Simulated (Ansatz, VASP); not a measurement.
## Ni (Ni(111)) in two plane-wave programs

Wanted: the spread between two codes on one cell, functional and k mesh. The cell is taken from a series of runs on this material, whose earlier steps may have relaxed, scaled, displaced or heated it; both programs get it as it stands.

Calculated with Ansatz 0.2.0; plane waves, with VASP 6.6.1 beside it; relaxation of the atoms at PBE.

**1. Set-up**

The cell holds 7 atoms: 7 Ni. Its edges and angles: a = 2.489 Å, b = 2.489 Å, c = 30.194 Å, α = 90.0°, β = 90.0°, γ = 60.0°. Vacuum lies along c.

Coordinates:

```cif
data_structure
_symmetry_space_group_name_H-M 'P 1'
_symmetry_Int_Tables_number 1
_cell_length_a 2.4890
_cell_length_b 2.4890
_cell_length_c 30.1936
_cell_angle_alpha 90.000
_cell_angle_beta 90.000
_cell_angle_gamma 60.000
_cell_volume 161.99
loop_
_atom_site_label
_atom_site_type_symbol
_atom_site_fract_x
_atom_site_fract_y
_atom_site_fract_z
_atom_site_occupancy
Ni1 Ni 0.00000 0.00000 0.29808 1
Ni2 Ni 0.33333 0.33333 0.36538 1
Ni3 Ni 0.66667 0.66667 0.43269 1
Ni4 Ni 0.00000 0.00000 0.50000 1
Ni5 Ni 0.33333 0.33333 0.56731 1
Ni6 Ni 0.66667 0.66667 0.63462 1
Ni7 Ni 0.00000 0.00000 0.70192 1
```

**2. Ansatz: relaxation of the atoms, PBE**

Ansatz runs on its default PAW (the set named soft_2) files.

A relaxation sums small force errors into a geometry.

input.yaml

```yaml
crystal:
  lattice:
    - [2.4890158698, 0.0, 0.0]
    - [1.2445079349, 2.1555509736, 0.0]
    - [0.0, 0.0, 30.1936376853]
  atoms:
    - { symbol: Ni, position: [0.0, 0.0, 0.2980760415], spin: 0.7 }
    - { symbol: Ni, position: [0.3333333333, 0.3333333333, 0.3653840277], spin: 0.7 }
    - { symbol: Ni, position: [0.6666666667, 0.6666666667, 0.4326920138], spin: 0.7 }
    - { symbol: Ni, position: [0.0, 0.0, 0.5], spin: 0.7 }
    - { symbol: Ni, position: [0.3333333333, 0.3333333333, 0.5673079862], spin: 0.7 }
    - { symbol: Ni, position: [0.6666666667, 0.6666666667, 0.6346159723], spin: 0.7 }
    - { symbol: Ni, position: [0.0, 0.0, 0.7019239585], spin: 0.7 }
magnetization:
  spin_polarized: true
kpoints:
  mp_grid: { grid: [19, 19, 1] }
hamiltonian:
  xc: pbe
scf:
  occupations: { method: fermi_dirac, width: 0.1 }
  convergence: { dr2_threshold: 1.0e-09 }
efield:
  axis: 3
  dipole_correction: true
  ramp_position: 0.97
  ramp_width: 0.06
relax:
  f_tol: 0.01
  max_steps: 40
output:
  write_potential: true
  write_density: true
  volumetric_format: npy
```

Started as:

```bash
> ansatz run input.yaml --threads 4 --pin off --max-ram 6144MiB --backend cpu --events-out ev --progress --plain --runs-dir out
```

Numbers of over 12 decimals in the logs are rounded to 6 here.

The log of the run:

```text
Engine: ansatz 0.2.0, aarch64-unknown-linux-gnu
Pseudopotentials: kind: paw
Pseudopotential: Ni, paw, valence charge 18, recommended cutoff 420 eV (normal), Ni.paw.azcp
Functional definition: PBE
  parameter kappa = 0.804
  parameter beta = 0.066725
  exchange = pbe_x(kappa = kappa, mu = beta*pi^2/3)
  correlation = pbe_c(beta = beta)
Crystal: 7 atoms, lattice volume = 161.995 Å³
Basis set: ecut = 420 eV, 3035 PW (Γ), exchange–correlation on 36×36×432 points (8 copies of the dense FFT grid, shifted against one another)
Bands: 79, of which v1, the nominal top of the filled ones, is band 63 counted from 1 (62 counted from 0)
Symmetry: 6 space group operations
k-points: 40 of 361 (time reversal used)
Non-local potential: Ni, projectors of the file, l = 0: 3, l = 1: 2, l = 2: 3, l = 3: 1
PAW form: soft (Blöchl's): semilocal exchange-correlation on the pseudo side does not see the compensation charge
PAW one-centre angular grid: Ni, 590 points (default); XC on 64 Gauss nodes
Initial density: superposition of atomic densities (neutral atoms: chi_scale 0, normalization atom)
Starting moments: Σ|m| = 4.9 μB on 7 of 7 sites
Initial wavefunctions: pseudopotential atomic-orbital guess
Functional: x = pbe(κ = 0.804, μ = 0.219515), c = pbe(β = 0.066725)
SCF iter   1: F=—  HF=-40870.697175 eV  |F-HF|=—  |Δ(HF+E_count)|=         —  Δρ=3.78e-2 (↑1.17e-2 ↓3.78e-2)  dr2=4.90e0  dr2_m=4.43e-1  M=5.165 μB ∫|m|=5.429 μB  β_m=1.00  ethr=3.10e-3  p=0.000 e·Å  D=3.58e-13 V/Å  ΔV_dip=-0.00 eV  dr2_dipole=3.54e-7  V_vac-E_F(+/−)=7.35/7.35 eV  ⟨swp⟩=9.3  Hψ=29370  notcnv=0  defer=164
Mixer restart at iter 1: flushing history
efield: sawtooth ramp at fractional position 0.9700 (set: `efield.ramp_position`, or a place that a band, a saddle search or an elastic batch's reference lends), width 0.0600; the density the first Hamiltonian is built on has a dipole p = 0.000 e·Å; the dipole correction subtracts the counter field D = 3.58e-13 V/Å, which shifts the + side's vacuum level by -0.00 eV against the − side's; the planar-averaged density in the ramp window peaks in size at 1.4e-5 e/Å³
preconditioner: auto → LDOS  [metal: Δε(μ)=0.002 eV  Ē_g=7.693 eV  σ=0.100 eV  W_gap=0.01  n_scr=24 (ndim 8)  ℏωp=24.4 eV  f_vac=0.492  D(μ)=12.97/eV (n_scr^D=174)]
spin=Collinear: LDOS preconditioning applied to the charge; magnetization (m = ρ↑ − ρ↓) channel mixes plain (no charge-response kernel on spin).
SCF iter   2: F=—  HF=-40871.259024 eV  |F-HF|=—  |Δ(HF+E_count)|=   5.62e-1  Δρ=1.44e-2 (↑1.44e-2 ↓1.08e-2)  dr2=6.47e-1  dr2_m=1.15e-2  M=5.070 μB ∫|m|=5.586 μB  β_m=0.31  ethr=3.10e-3  p=0.000 e·Å  D=6.49e-6 V/Å  ΔV_dip=-0.00 eV  dr2_dipole=5.91e-8  V_vac-E_F(+/−)=6.44/6.44 eV  ⟨swp⟩=2.3  Hψ=10436  notcnv=0  defer=294
density mixer auto → msr1: a metal under ldos (density of states about μ 3.86 of a free-electron gas's, 24 screened modes)
SCF iter   3: F=—  HF=-40873.594930 eV  |F-HF|=—  |Δ(HF+E_count)|=    2.34e0  Δρ=7.65e-3 (↑7.65e-3 ↓6.08e-3)  dr2=1.82e-1  dr2_m=7.08e-3  M=5.047 μB ∫|m|=5.584 μB  β_m=0.52  ethr=5.14e-4  p=0.000 e·Å  D=6.37e-6 V/Å  ΔV_dip=-0.00 eV  dr2_dipole=4.54e-10  V_vac-E_F(+/−)=6.03/6.03 eV  ⟨swp⟩=2.6  Hψ=10174  notcnv=0  defer=286
SCF iter   4: F=—  HF=-40876.407327 eV  |F-HF|=—  |Δ(HF+E_count)|=         —  Δρ=7.82e-3 (↑4.67e-3 ↓7.82e-3)  dr2=1.61e-1  dr2_m=5.90e-3  M=4.853 μB ∫|m|=5.483 μB  β_m=0.52  ethr=1.44e-4  p=-0.000 e·Å  D=-3.85e-7 V/Å  ΔV_dip=0.00 eV  dr2_dipole=2.29e-8  V_vac-E_F(+/−)=5.41/5.41 eV  ⟨swp⟩=2.8  Hψ=12851  notcnv=0  defer=284
SCF iter   5: F=—  HF=-40876.827596 eV  |F-HF|=—  |Δ(HF+E_count)|=   4.20e-1  Δρ=5.92e-3 (↑2.32e-3 ↓5.92e-3)  dr2=6.87e-2  dr2_m=8.42e-3  M=4.698 μB ∫|m|=5.343 μB  β_m=0.76  ethr=1.28e-4  p=0.000 e·Å  D=1.54e-6 V/Å  ΔV_dip=-0.00 eV  dr2_dipole=4.95e-10  V_vac-E_F(+/−)=5.26/5.26 eV  ⟨swp⟩=2.1  Hψ=10243  notcnv=0  defer=299
SCF iter   6: F=—  HF=-40876.952643 eV  |F-HF|=—  |Δ(HF+E_count)|=   1.25e-1  Δρ=5.00e-3 (↑3.82e-3 ↓5.00e-3)  dr2=7.27e-2  dr2_m=2.05e-3  M=4.596 μB ∫|m|=5.253 μB  β_m=0.65  ethr=5.45e-5  p=-0.000 e·Å  D=-5.31e-6 V/Å  ΔV_dip=0.00 eV  dr2_dipole=9.77e-8  V_vac-E_F(+/−)=5.14/5.14 eV  ⟨swp⟩=2.7  Hψ=12649  notcnv=0  defer=309
SCF iter   7: F=—  HF=-40876.943366 eV  |F-HF|=—  |Δ(HF+E_count)|=   9.28e-3  Δρ=2.03e-3 (↑1.52e-3 ↓2.03e-3)  dr2=1.31e-2  dr2_m=3.46e-4  M=4.546 μB ∫|m|=5.202 μB  β_m=0.57  ethr=5.45e-5  p=0.000 e·Å  D=1.48e-6 V/Å  ΔV_dip=-0.00 eV  dr2_dipole=1.83e-8  V_vac-E_F(+/−)=5.11/5.11 eV  ⟨swp⟩=2.0  Hψ=11901  notcnv=0  defer=315
SCF iter   8: F=—  HF=-40876.940085 eV  |F-HF|=—  |Δ(HF+E_count)|=   3.28e-3  Δρ=5.56e-4 (↑3.71e-4 ↓5.56e-4)  dr2=6.43e-4  dr2_m=9.02e-5  M=4.551 μB ∫|m|=5.213 μB  β_m=0.63  ethr=1.04e-5  p=-0.000 e·Å  D=-2.38e-7 V/Å  ΔV_dip=0.00 eV  dr2_dipole=1.34e-12  V_vac-E_F(+/−)=5.08/5.08 eV  ⟨swp⟩=2.4  Hψ=10566  notcnv=0  defer=315
[...]
SCF 3 converged in 16 iterations: F = -40876.944294 eV  dr2 = 1.36e-10
relax step   3: F+E_penalty+E_count = -40876.94429409 eV  Δ(F+E_penalty+E_count) = -1.394e-3 eV  max|allowed force component| = 2.636e-3 eV/Å  Δτ_max = 0.0156 Å  (16 SCF iters, accepted)
NSCF: frozen V_eff on 40 k-points
the band table was solved once a step of the walk had ended and its energy, with any forces and stress, was formed, with the checks that follow a solve (31221 applications of the Hamiltonian). They found nothing against the state; the energy, forces and stress were not computed again (output.eigenvalues in the input reference)
WARN: The output density's exchange-correlation potential varies sharply where the density is thin. Do not read a vacuum level from v_tot or v_xc, or from such a field of the output density. On a cell that repeats whose density bears no net charge and no dipole along the vacuum's axis use v_es (v_loc + v_h of the components); under efield.dipole_correction with no amplitude use v_es + v_field, which holds any externa [...]
SCF converged after 16 iterations
Magnetization: 4.5511 μB (65.2755 up, 60.7245 down)
Absolute magnetization: 5.2216 μB (∫|ρ↑−ρ↓|, with the PAW one-centre terms)
Spin contamination: 0.0623 ħ² per cell (⟨S²⟩ above its minimum at these occupations)
Per-site moments (μB) at R_I (Å): [(0.711766, 1.017511), (0.708960, 1.017511), (0.666755, 1.026283), (0.658339, 1.026719), (0.666755, 1.026283), (0.708960, 1.017511), (0.711766, 1.017511)]
Free energy (F): -40876.944294 eV
Harris-Foulkes:  -40876.944294 eV  (|F-HF|=5.82e-11)
Internal energy: -40876.549069 eV  (E = F + TS)
E sigma→0 (E₀):  -40876.746681 eV
Entropy (-TS):   -0.395226 eV (-56.461 meV/atom)
Fermi energy:    5.912951 eV
Dipole field:    D = -0.000001 V/Å  (p = -0.000001 e·Å, saw-weighted, corrected)
Work function:   Φ+ = 5.0575 eV   Φ− = 5.0575 eV
Levels:          The Fermi level and band energies are counted from a zero that moves with the ramp; work functions are not
--- Per-component energies (eV) ---
  E_band       = -3524.992136
  E_kinetic    = 1972.498694
  E_local      = -408066.905384  (includes V_loc(G=0)·N_el)
  E_nonlocal   = 4454.115203
  E_hartree    = 201279.936988
  E_xc         = -590.766011
  E_vxc        = -761.522250  (∫ρ·V_xc dr)
  E_paw        = -11411.688992  (= ΣΔE_a)
  E_vpaw       = -3683.058989  (= ΣTr[D̂ρ^β])
  E_aug_tail   = 0.003846  (compensation charges beyond the density's cutoff)
  E_efield     = 0.000000  (sawtooth field / dipole correction)
  E_vefield    = 0.000000  (∫n·V_field dr)
  E_ewald      = 171486.256587
  E_smearing   = -0.395226  (= −TS)
  E_closure    = 0.000000  (closes the sum)
  Σ components = -40876.944294   (vs F -40876.944294, Δ=0.00e0)
--- Forces (eV/Å), atoms counted from 1 ---
  atom   1  Ni    -0.00000000     0.00000000    -0.00263481
  atom   2  Ni     0.00000000    -0.00000000     0.00219407
  atom   3  Ni     0.00000000     0.00000000     0.00075810
  atom   4  Ni    -0.00000000    -0.00000000    -0.00000128
  atom   5  Ni    -0.00000000    -0.00000000    -0.00075947
  atom   6  Ni     0.00000000     0.00000000    -0.00219286
  atom   7  Ni     0.00000000    -0.00000000     0.00263633
  max |Σ_I F_I| component: 9.68e-8 eV/Å
--- Band table (eV; the first three rows and the last of 80) ---
  k-point 0 ↑: bands = [... 59 lower, 4.6573, 4.6573, 4.8281, 4.8281, 5.0595, 5.0595, 5.2193, 5.2193, ... 12 higher]
  k-point 1 ↑: bands = [... 59 lower, 4.6882, 4.6970, 4.8350, 4.8754, 4.9461, 5.0056, 5.0615, 5.2208, ... 12 higher]
  k-point 2 ↑: bands = [... 59 lower, 4.5902, 4.6575, 4.7139, 4.8132, 4.8509, 5.0663, 5.1736, 5.2250, ... 12 higher]
  k-point 39 ↓: bands = [... 59 lower, 5.9774, 6.0113, 6.0177, 6.0824, 10.0223, 10.2826, 10.7122, 11.1736, ... 12 higher]
--- Relaxed structure (3 steps of the walk, 3 accepted, 0 SCFs on fresh bases) ---
  F+E_penalty+E_count = -40876.94429409 eV   max|allowed force component| = 2.636e-3 eV/Å
  atoms:
    - { symbol: Ni, position: [1.165204938916969e-18, 4.660819755667671e-19, 0.298975] }
    - { symbol: Ni, position: [0.333333, 0.333333, 0.365376] }
    - { symbol: Ni, position: [0.666667, 0.666667, 0.432641] }
    - { symbol: Ni, position: [0, 0, 0.500000] }
    - { symbol: Ni, position: [0.333333, 0.333333, 0.567359] }
    - { symbol: Ni, position: [0.666667, 0.666667, 0.634624] }
    - { symbol: Ni, position: [-1.165222513779835e-18, -4.660890055119467e-19, 0.701025] }
```

The column dr2 measures how far the density is from self-consistency, as an energy; F and HF (Harris–Foulkes) agree once it is small.

(Part 1 of 2 ends here.)

[Lines on the potential files, build, host, timing and source positions are cut from VASP's logs without a mark.]

[Logs are printed without paths, hosts, clocks, repeated set-up lines and the standing remarks that a program may print on its own settings, such as how far it seeks lower states.]

[Hosts, paths, dates, database ids (printed as entryN), source tags and the programs' standing remarks are cut or masked in the printed files.]
